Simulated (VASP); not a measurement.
The system is GaGe3.

```
Ga Ge
1.0
     4.27847    0.00000    0.00000
     0.00000    4.27847    0.00000
     0.00000    0.00000    4.27847
Ga Ge
1 3
Direct
  0.00000 0.00000 0.00000
  0.00000 0.50000 0.50000
  0.50000 0.00000 0.50000
  0.50000 0.50000 0.00000
```

The cell comes from a database or a generator and needn't be the stable form of this composition.

Program: VASP 6.6.1. Alike in all runs: task single point; level PBE; potentials or basis VASP PAW PBE potentials, release 64 (Ga_d, Ge_d); no spin polarisation; cell as given; cutoff (eV) 520; smearing fermi-dirac 0.1 eV; the mesh is coarse, so values aren't converged.

**Question.** Order these runs on this cell by their pressure, lowest first.
A. k mesh 3 × 3 × 3
B. k mesh 2 × 2 × 2
C. k mesh 4 × 4 × 4

**Answer.** C (-0.4 GPa), A (1.1 GPa), B (5.7 GPa).

Caveats: all runs use coarse meshes.

Not every run made on this cell is shown here.
